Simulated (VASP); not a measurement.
An input for Quantum ESPRESSO's pw.x (written as the equivalent of a VASP run, and not itself run):

```
&CONTROL
  calculation = 'vc-relax'
  pseudo_dir = './pseudo'
  outdir = './out'
  tprnfor = .true.
  tstress = .true.
  nstep = 60
  forc_conv_thr = 0.00039
/
&SYSTEM
  ibrav = 0
  nat = 1
  ntyp = 1
  ecutwfc = 110
  occupations = 'smearing'
  smearing = 'methfessel-paxton'
  degauss = 0.00735
  input_dft = 'pbesol'
/
&ELECTRONS
  conv_thr = 7.3e-08
  electron_maxstep = 100
/
&IONS
/
&CELL
/
ATOMIC_SPECIES
  La 138.905 La.upf
CELL_PARAMETERS angstrom
     3.4729340    0.0000000    0.0000000
     0.0000000    3.4729340    0.0000000
     0.0000000    0.0000000    3.4729340
ATOMIC_POSITIONS crystal
  La   0.0000000  0.0000000  0.0000000
K_POINTS automatic
  10 10 10 0 0 0
```

**Question.** Write the VASP files for the same calculation (PBEsol).

**Answer.** This is not unique; one that fits is 
### POSCAR
```
La
1
    3.4729340000     0.0000000000     0.0000000000
    0.0000000000     3.4729340000     0.0000000000
    0.0000000000     0.0000000000     3.4729340000
La
1
Direct
  0.0000000000   0.0000000000   0.0000000000
```

**INCAR**
```
ALGO = Normal   # blocked Davidson
LASPH = .TRUE.
NSW = 60
NELM = 100   # most electronic steps
LWAVE = .FALSE.
IBRION = 2   # conjugate gradients
PREC = Accurate
GGA = PS   # PBEsol
LCHARG = .FALSE.
EDIFFG = -0.01
EDIFF = 1E-6   # SCF stop (eV)
SIGMA = 0.1   # width (eV)
LREAL = .FALSE.
ENCUT = 400   # plane-wave cut-off (eV)
SYSTEM = La
ISMEAR = 1   # Methfessel-Paxton
LMAXMIX = 6
ISIF = 3
```

### KPOINTS
```
Regular mesh
0
gamma
 10 10 10
0 0 0
```

POTCAR, in this order: La (PBE.64 set). Program: vasp_std.

Limits of the translation: the potentials are each code's own (VASP's PAW set, PseudoDojo norm-conserving files in pw.x), so ENCUT and ecutwfc are chosen apart and not converted; conv_thr bounds pw.x's estimated SCF error, while EDIFF bounds the energy change between steps; forc_conv_thr acts on force components and is met together with etot_conv_thr.

The structure was generated: La was put into the simple-cubic type (Pm-3m), which need not be its known phase. This run relaxes it. Symmetry was kept, so distortions that lower it aren't found.
